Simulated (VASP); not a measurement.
Input:

```xyz
5
Lattice="4.9553 0.0000 0.0000 0.0000 4.9553 0.0000 0.0000 0.0000 4.9553" Properties=species:S:1:pos:R:3 pbc="T T T"
Cs     0.0000     0.0000     0.0000
Pb     2.4777     2.4777     2.4777
Cl     2.4777     0.0000     2.4777
Cl     0.0000     2.4777     2.4777
Cl     2.4777     2.4777     0.0000
```

Calculation: LDA (Ceperley-Alder, Perdew-Zunger), VASP's LDA PAW potentials (set 64) (plane waves; VASP 6.6.1). Run with 500 eV cut-off, 5×5×5 Γ-centred mesh, Gaussian smearing of 0.050 eV, potentials Cs_sv Pb_d Cl.

Energy and stress use the plane-wave basis of the starting cell.

### Question
The ions, cell shape and volume at an external pressure of 30.0 GPa are relaxed. Predict the relaxed structure.

### Answer

```xyz
5
Lattice="4.8224 0.0000 0.0000 0.0000 4.8224 0.0000 0.0000 0.0000 4.8224" Properties=species:S:1:pos:R:3 pbc="T T T"
Cs     0.0000     0.0000     0.0000
Pb     2.4112     2.4112     2.4112
Cl     2.4112     0.0000     2.4112
Cl     0.0000     2.4112     2.4112
Cl     2.4112     2.4112     0.0000
```
Space group Pm-3m (221), at a tolerance of 0.03 Å.

### Question
How do energy and volume change from the first to the last step?

### Answer
The energy (σ→0) changes by +293.1 meV/atom and the volume by -7.8 %, in 4 ionic steps.

The compound is CsPbCl3 in the cubic perovskite structure, the ideal cubic form; the compound distorts at low or room temperature. This run relaxes it under an external pressure of 30 GPa. Symmetry was kept, so distortions that lower it aren't found.
